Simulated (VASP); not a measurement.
An input for Quantum ESPRESSO's pw.x (written as the equivalent of a VASP run, and not itself run):

```
&CONTROL
  calculation = 'scf'
  pseudo_dir = './pseudo'
  outdir = './out'
  tprnfor = .true.
  tstress = .true.
/
&SYSTEM
  ibrav = 0
  nat = 2
  ntyp = 2
  ecutwfc = 84
  occupations = 'tetrahedra'
  input_dft = 'pbesol'
/
&ELECTRONS
  conv_thr = 7.3e-09
  electron_maxstep = 100
/
ATOMIC_SPECIES
  Zr 91.224 Zr.upf
  N 14.007 N.upf
CELL_PARAMETERS angstrom
     2.8092461    0.0000000   -0.0000000
    -0.0000000    2.8092461    0.0000000
    -0.0000000    0.0000000    2.8092461
ATOMIC_POSITIONS crystal
  Zr   0.0000000  0.0000000  0.0000000
  N    0.5000000  0.5000000  0.5000000
K_POINTS automatic
  14 14 14 0 0 0
```

### Question
Write the VASP files for the same calculation (PBEsol).

### Answer
One answer among several that fit: 
**INCAR**
```
SYSTEM = ZrN
PREC = Accurate
ENCUT = 520
EDIFF = 1E-7
NELM = 100
ALGO = Normal
LREAL = .FALSE.
LASPH = .TRUE.
ISMEAR = -5
GGA = PS
LMAXMIX = 4
LWAVE = .FALSE.
LCHARG = .TRUE.
LORBIT = 11
NEDOS = 601
ISIF = 2
```

File POSCAR:
```
ZrN
1
    2.8092461046     0.0000000000    -0.0000000000
   -0.0000000000     2.8092461046     0.0000000000
   -0.0000000000     0.0000000000     2.8092461046
Zr N
1 1
Direct
  0.0000000000   0.0000000000   0.0000000000
  0.5000000000   0.5000000000   0.5000000000
```

File KPOINTS:
```
Automatic
0
gamma
  14 14 14
```

POTCAR, in this order: Zr_sv N (PBE.64 set). Program: vasp_std.

Limits of the translation: the potentials are each code's own (VASP's PAW set, PseudoDojo norm-conserving files in pw.x), so ENCUT and ecutwfc are chosen apart and not converted; conv_thr bounds pw.x's estimated SCF error, while EDIFF bounds the energy change between steps.

The structure was generated: ZrN was put into the CsCl type (Pm-3m), which need not be its known phase. It was relaxed first, which changed the volume by -25 %.
